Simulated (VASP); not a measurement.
Output of a VASP run:

### OSZICAR
```
...
DAV:  12    -0.221100824166E+02   -0.68877E+00   -0.42888E+00   929   0.893E+00    0.128E+00
DAV:  13    -0.221668307705E+02   -0.56748E-01   -0.80520E-02   940   0.454E+00    0.830E-01
DAV:  14    -0.221701227760E+02   -0.32920E-02   -0.99112E-03   839   0.127E+00    0.608E-01
DAV:  15    -0.221694031998E+02    0.71958E-03   -0.19577E-03  1002   0.663E-01    0.480E-01
DAV:  16    -0.221707156206E+02   -0.13124E-02   -0.21974E-04   829   0.172E-01    0.480E-01
DAV:  17    -0.221710093981E+02   -0.29378E-03   -0.56091E-06   879   0.298E-02    0.478E-01
DAV:  18    -0.221700424842E+02    0.96691E-03   -0.19164E-03   764   0.417E-01    0.238E-01
DAV:  19    -0.221704038061E+02   -0.36132E-03   -0.37799E-04   754   0.163E-01    0.232E-01
DAV:  20    -0.221711160308E+02   -0.71222E-03   -0.82201E-04   754   0.311E-01    0.218E-01
DAV:  21    -0.221728806359E+02   -0.17646E-02   -0.12375E-03   754   0.435E-01    0.131E-01
DAV:  22    -0.221737387638E+02   -0.85813E-03   -0.49847E-05   819   0.701E-02    0.121E-01
DAV:  23    -0.221740187102E+02   -0.27995E-03   -0.78748E-05   754   0.716E-02    0.101E-01
DAV:  24    -0.221737618775E+02    0.25683E-03   -0.76842E-05   764   0.878E-02    0.971E-02
DAV:  25    -0.221698905399E+02    0.38713E-02   -0.20275E-03   754   0.443E-01    0.830E-02
DAV:  26    -0.221694895935E+02    0.40095E-03   -0.36633E-05   894   0.617E-02    0.838E-02
DAV:  27    -0.221686527504E+02    0.83684E-03   -0.89288E-05   754   0.848E-02    0.812E-02
DAV:  28    -0.221674569728E+02    0.11958E-02   -0.17411E-04   764   0.126E-01    0.870E-02
DAV:  29    -0.221674980674E+02   -0.41095E-04   -0.40379E-06   869   0.259E-02    0.864E-02
DAV:  30    -0.221676343987E+02   -0.13633E-03   -0.35008E-06   754   0.201E-02    0.857E-02
DAV:  31    -0.221676062570E+02    0.28142E-04   -0.20250E-07   734   0.499E-03    0.856E-02
DAV:  32    -0.221675631510E+02    0.43106E-04   -0.33229E-07   774   0.540E-03    0.858E-02
DAV:  33    -0.221675555738E+02    0.75772E-05   -0.21741E-08   562   0.177E-03    0.857E-02
DAV:  34    -0.221675400197E+02    0.15554E-04   -0.32990E-08   542   0.171E-03    0.857E-02
DAV:  35    -0.221675348220E+02    0.51977E-05   -0.98802E-09   472   0.116E-03    0.857E-02
DAV:  36    -0.221675740455E+02   -0.39224E-04   -0.32392E-08   537   0.254E-03    0.853E-02
DAV:  37    -0.221675818597E+02   -0.78143E-05   -0.18949E-08   542   0.151E-03    0.854E-02
DAV:  38    -0.221676320657E+02   -0.50206E-04   -0.95425E-08   580   0.339E-03    0.848E-02
DAV:  39    -0.221682669069E+02   -0.63484E-03   -0.10663E-05   754   0.391E-02    0.801E-02
DAV:  40    -0.221714353916E+02   -0.31685E-02   -0.33345E-04   754   0.209E-01    0.614E-02
DAV:  41    -0.221736181807E+02   -0.21828E-02   -0.28729E-04   754   0.199E-01    0.479E-02
DAV:  42    -0.221744947000E+02   -0.87652E-03   -0.11243E-04   759   0.136E-01    0.330E-02
DAV:  43    -0.221735244535E+02    0.97025E-03   -0.19146E-04   754   0.154E-01    0.187E-02
DAV:  44    -0.221729679835E+02    0.55647E-03   -0.15194E-04   754   0.149E-01    0.119E-02
DAV:  45    -0.221727902423E+02    0.17774E-03   -0.53177E-05   754   0.946E-02    0.799E-03
DAV:  46    -0.221727470327E+02    0.43210E-04   -0.37641E-05   754   0.807E-02    0.494E-03
DAV:  47    -0.221727530381E+02   -0.60054E-05   -0.17570E-05   754   0.513E-02    0.240E-03
DAV:  48    -0.221727600024E+02   -0.69644E-05   -0.84465E-06   759   0.301E-02    0.133E-03
DAV:  49    -0.221727620389E+02   -0.20365E-05   -0.52950E-06   759   0.189E-02    0.514E-04
DAV:  50    -0.221727621215E+02   -0.82601E-07   -0.58463E-07   768   0.659E-03
   1 F= -.22172762E+02 E0= -.22172762E+02  d E =-.844395E-12
```

File OUTCAR:
```
------------------------ aborting loop because EDIFF is reached ----------------------------------------
  FORCE on cell =-STRESS in cart. coord.  units (eV):
  Direction    XX          YY          ZZ          XY          YZ          ZX
  --------------------------------------------------------------------------------------
  Total       -0.4686603     -0.4686603     -0.4686603      0.0000000      0.0000000      0.0000000
  in kB      -15.6868980    -15.6868980    -15.6868980      0.0000000      0.0000000      0.0000000
  external PRESSURE =     -15.6868980 kB  Pullay stress =       0.0000000 kB
  volume of cell :       47.87
      direct lattice vectors                 reciprocal lattice vectors
     0.000000000  2.881822516  2.881822516    -0.173501316  0.173501316  0.173501316
     2.881822516  0.000000000  2.881822516     0.173501316 -0.173501316  0.173501316
     2.881822516  2.881822516  0.000000000     0.173501316  0.173501316 -0.173501316
  FREE ENERGIE OF THE ION-ELECTRON SYSTEM (eV)
  ---------------------------------------------------
  free  energy   TOTEN  =       -22.1727621215 eV

  energy  without entropy=      -22.1727621215  energy(sigma->0) =      -22.17276212
```
(Selected blocks of OUTCAR.)

File POSCAR:
```
ZnSe
1
    0.0000000000     2.8818225157     2.8818225157
    2.8818225157     0.0000000000     2.8818225157
    2.8818225157     2.8818225157     0.0000000000
Zn Se
1 1
Direct
  0.0000000000   0.0000000000   0.0000000000
  0.2500000000   0.2500000000   0.2500000000
```

Reconstruct the remaining input files.

Several could match; the one computed here: the input of the run itself, TPSS meta-GGA, plane waves, VASP's PBE PAW potentials (set 64).

INCAR:
```
SYSTEM=ZnSe
PREC=Accurate; ENCUT=520; LREAL=.False.
LASPH=.True.
EDIFF=1E-7; NELM=100; ALGO=Normal
LMAXMIX=4; LMIXTAU=.True.
ISMEAR=0; SIGMA=0.05
METAGGA=TPSS
ISIF=2
LWAVE=.False.; LCHARG=.False.
```

**KPOINTS**
```
Automatic mesh
0
Gamma
8 8 8
0 0 0
```

POTCAR, in this order: Zn Se (PBE.64 set). Program: vasp_std.

The compound is ZnSe in the zinc blende structure. This cell is one point of a volume scan, at 1.03 of the reference volume.
